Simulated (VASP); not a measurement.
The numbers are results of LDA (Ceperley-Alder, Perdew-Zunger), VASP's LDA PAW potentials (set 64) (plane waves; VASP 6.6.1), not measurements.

The input files of a VASP run:

POSCAR:
```
FePt
1
    2.6564921156     0.0000000000    -0.0000000000
    0.0000000000     2.6564921156    -0.0000000000
   -0.0000000000    -0.0000000000     3.6857203149
Fe Pt
1 1
Direct
  0.0000000000   0.0000000000   0.0000000000
  0.5000000000   0.5000000000   0.5000000000
```

### KPOINTS
```
Automatic mesh
0
Gamma
12 12 9
0 0 0
```

### INCAR
```
LREAL=.False.
PREC=Accurate
MAGMOM=2.7 0.3
IBRION=2   ! conjugate gradients
ENCUT=400
SIGMA=0.1   ! width (eV)
LASPH=.True.
ALGO=Normal   ! blocked Davidson
ISMEAR=1   ! Methfessel-Paxton
LMAXMIX=6   ! l cut-off of mixed one-centre charges
LCHARG=.False.
SYSTEM=FePt
EDIFFG=-0.01   ! ionic stop
LORBIT=10
NSW=60   ! most ionic steps
ISPIN=2   ! spin-polarised
NELM=100
ISIF=3
EDIFF=1E-6   ! SCF stop (eV)
LWAVE=.False.
```

POTCAR, in this order: Fe Pt (LDA.64 set). Program: vasp_std.

The resulting files:

### OSZICAR
```
       N       E                     dE             d eps       ncg     rms          rms(c)
DAV:   1     0.749491545298E+02    0.74949E+02   -0.73991E+03  8815   0.111E+03
DAV:   2    -0.160062088903E+02   -0.90955E+02   -0.81468E+02  8582   0.234E+02
DAV:   3    -0.185729885716E+02   -0.25668E+01   -0.24970E+01 10794   0.475E+01
DAV:   4    -0.186012275333E+02   -0.28239E-01   -0.28230E-01  9360   0.428E+00
DAV:   5    -0.186021028219E+02   -0.87529E-03   -0.87528E-03 11870   0.851E-01    0.183E+01
DAV:   6    -0.191917127586E+02   -0.58961E+00   -0.11035E+01  9149   0.801E+01    0.202E+01
DAV:   7    -0.172599100042E+02    0.19318E+01   -0.98887E+00 10720   0.828E+01    0.982E+00
DAV:   8    -0.170741215994E+02    0.18579E+00   -0.54179E-01 11597   0.119E+01    0.467E+00
DAV:   9    -0.170230566346E+02    0.51065E-01   -0.13881E-01 11899   0.775E+00    0.203E+00
DAV:  10    -0.170102937235E+02    0.12763E-01   -0.22940E-02 12952   0.306E+00    0.765E-01
DAV:  11    -0.170092076589E+02    0.10861E-02   -0.20956E-03 12312   0.783E-01    0.253E-01
DAV:  12    -0.170092657094E+02   -0.58051E-04   -0.11687E-04 11650   0.147E-01    0.106E-01
DAV:  13    -0.170093008147E+02   -0.35105E-04   -0.43165E-05 10785   0.116E-01    0.477E-02
DAV:  14    -0.170093020848E+02   -0.12700E-05   -0.73230E-06 10902   0.613E-02    0.136E-02
DAV:  15    -0.170093023766E+02   -0.29181E-06   -0.11942E-06  5197   0.233E-02
   1 F= -.17009302E+02 E0= -.17009452E+02  d E =-.170093E+02  mag=     3.0209
       N       E                     dE             d eps       ncg     rms          rms(c)
DAV:   1    -0.170095920422E+02   -0.28996E-03   -0.57589E-03  8680   0.108E+00    0.146E-01
DAV:   2    -0.170092915608E+02    0.30048E-03   -0.73204E-04  9632   0.426E-01    0.878E-02
DAV:   3    -0.170092991985E+02   -0.76376E-05   -0.91096E-05 10992   0.253E-01    0.751E-02
DAV:   4    -0.170092827743E+02    0.16424E-04   -0.51466E-05 10937   0.211E-01    0.210E-02
DAV:   5    -0.170092814880E+02    0.12862E-05   -0.68092E-06  9832   0.726E-02    0.160E-02
DAV:   6    -0.170092804789E+02    0.10092E-05   -0.15340E-06  7895   0.270E-02    0.252E-03
DAV:   7    -0.170092805368E+02   -0.57970E-07   -0.47725E-07  4494   0.942E-03
   2 F= -.17009281E+02 E0= -.17009431E+02  d E =0.218397E-04  mag=     3.0175
       N       E                     dE             d eps       ncg     rms          rms(c)
DAV:   1    -0.170094872727E+02   -0.20679E-03   -0.33719E-03  8645   0.834E-01    0.111E-01
DAV:   2    -0.170093118196E+02    0.17545E-03   -0.43136E-04  9485   0.332E-01    0.681E-02
DAV:   3    -0.170093167150E+02   -0.48954E-05   -0.59429E-05 10831   0.206E-01    0.591E-02
DAV:   4    -0.170093059361E+02    0.10779E-04   -0.32015E-05 10892   0.167E-01    0.164E-02
DAV:   5    -0.170093051935E+02    0.74256E-06   -0.38223E-06  8782   0.540E-02
   3 F= -.17009305E+02 E0= -.17009454E+02  d E =-.281692E-05  mag=     3.0198
```

**OUTCAR**
```
------------------------ aborting loop because EDIFF is reached ----------------------------------------
  FORCE on cell =-STRESS in cart. coord.  units (eV):
  Direction    XX          YY          ZZ          XY          YZ          ZX
  --------------------------------------------------------------------------------------
  Total        0.0062336      0.0062336      0.0017926      0.0000000      0.0000000     -0.0000000
  in kB        0.3841034      0.3841034      0.1104571      0.0000000      0.0000000     -0.0000000
  external PRESSURE =       0.2928880 kB  Pullay stress =       0.0000000 kB
  volume of cell :       26.00
      direct lattice vectors                 reciprocal lattice vectors
     2.656147750  0.000000000 -0.000000000     0.376485081  0.000000000  0.000000000
     0.000000000  2.656147750  0.000000000     0.000000000  0.376485081  0.000000000
    -0.000000000  0.000000000  3.685477769     0.000000000  0.000000000  0.271335241
 POSITION                                       TOTAL-FORCE (eV/Angst)
 -----------------------------------------------------------------------------------
      0.00000      0.00000      0.00000        -0.000000      0.000000      0.000000
      1.32807      1.32807      1.84274         0.000000      0.000000      0.000000
 -----------------------------------------------------------------------------------
    total drift:                                0.000000     -0.000000     -0.000000
  FREE ENERGIE OF THE ION-ELECTRON SYSTEM (eV)
  ---------------------------------------------------
  free  energy   TOTEN  =       -17.0093051935 eV

  energy  without entropy=      -17.0097525462  energy(sigma->0) =      -17.00945431

 total charge

# of ion       s       p       d       tot
------------------------------------------
    1        0.432   0.498   6.216   7.146
    2        0.746   0.736   8.087   9.569
--------------------------------------------------
tot          1.178   1.234  14.304  16.715

 magnetization (x)

# of ion       s       p       d       tot
------------------------------------------
    1       -0.000  -0.002   2.661   2.659
    2       -0.022  -0.058   0.386   0.306
--------------------------------------------------
tot         -0.022  -0.059   3.047   2.966

 reached required accuracy - stopping structural energy minimisation
```
(Selected blocks of OUTCAR.)

**CONTCAR**
```
FePt
   1.00000000000000
     2.6561477504244841    0.0000000000000000   -0.0000000000000000
     0.0000000000000000    2.6561477504244841    0.0000000000000000
    -0.0000000000000000    0.0000000000000000    3.6854777687347200
  Fe              Pt
     1     1
Direct
     0.0000000000000000    0.0000000000000000    0.0000000000000000
     0.5000000000000000    0.5000000000000000    0.5000000000000000
```

**OUTCAR**
```
 val. band max:        9.3336470398   @ k =   0.5000   0.3333   0.2222

 cond. band min:       9.3427960154   @ k =   0.4167   0.4167   0.1111


 Fermi energy:         9.3411948092

 spin component 1

 k-point     1 :       0.0000    0.0000    0.0000
  band No.  band energies     occupation
      1      -0.7268      1.00000
      2       2.5954      1.00000
      3       2.6630      1.00000
      4       5.9258      1.00000
      5       5.9258      1.00000
      6       6.4980      1.00000
      7       7.5924      1.00000
      8       7.6900      1.00000
      9       9.0505      1.00016
     10       9.2795      0.92727
     11       9.2795      0.92727
     12      11.4662      0.00000
     13      19.6538      0.00000
     14      21.6054      0.00000
     15      21.6054      0.00000

 k-point     2 :       0.0833    0.0000    0.0000
  band No.  band energies     occupation
      1      -0.5321      1.00000
      2       2.6912      1.00000
      3       2.8141      1.00000
      4       5.8220      1.00000
      5       5.9839      1.00000
      6       6.5517      1.00000
      7       7.5335      1.00000
      8       7.6898      1.00000
      9       8.6080      1.00000
     10       8.8706      1.00000
     11       9.2263      1.03449
     12      12.3299      0.00000
     13      19.4693      0.00000
     14      20.7393      0.00000
     15      21.9729      0.00000

 k-point     3 :       0.1667    0.0000    0.0000
  band No.  band energies     occupation
      1       0.0181      1.00000
      2       2.9148      1.00000
      3       3.2972      1.00000
      4       5.5211      1.00000
      5       6.1543      1.00000
      6       6.6616      1.00000
      7       7.3687      1.00000
      8       7.6222      1.00000
      9       7.7378      1.00000
     10       8.4230      1.00000
     11       9.0687      1.00040
     12      13.9066      0.00000
     13      18.1341      0.00000
...
```

Unless said otherwise, spin-orbit coupling is left out, though it shifts the bands of the heavy elements here.

The compound is FePt in the L1_0 structure. This run relaxes it. Symmetry was kept, so distortions that lower it aren't found. The start is the result of an earlier pass.
